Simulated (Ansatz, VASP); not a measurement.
## Two plane-wave programs on BaBe4Ag

```xyz
6
Lattice="0.0000 3.6430 3.6430 3.6430 0.0000 3.6430 3.6430 3.6430 0.0000" Properties=species:S:1:pos:R:3 pbc="T T T"
Ba    0.0000    0.0000    0.0000
Be    4.4504    2.8356    2.8356
Be    4.4504    4.4504    4.4504
Be    2.8356    4.4504    2.8356
Be    2.8356    2.8356    4.4504
Ag    1.8215    1.8215    1.8215
```

Alike in both runs: functional PBE; k mesh 10 × 10 × 10; occupations gaussian, width 0.1 eV; no spin polarisation.

Ansatz relaxed the structure, and its values are those at the end. VASP's run is a single point on that final structure, the one shown.

|  | VASP | Ansatz |
| --- | --- | --- |
| version | VASP 6.6.1 | Ansatz 0.2.0 |
| potentials or method | VASP PAW PBE potentials, release 64 (Ba_sv, Be, Ag) | scalar-relativistic, plane waves, PAW |
| plane-wave cutoff (eV) | 520 | 420 |
| valence electrons in the cell | 29 | 37 |

Ansatz gave:

* gap on the k mesh at the Fermi level (eV): none
* pressure (GPa): 0.0
* rms of the force components (eV/Å): 0.000

Q: Which values does VASP return?

A: gap on the k mesh at the Fermi level (eV): none; pressure (GPa): 0.6; rms of the force components (eV/Å): 0.004.

A gap of «none» marks a metal or a gap that the smearing closes. The functional is the same, so the differences come from potentials, cutoffs and numerics. The two sets of potentials don't hold the same shells in valence.

Spin-orbit coupling is left out, which matters for the levels of Ba.
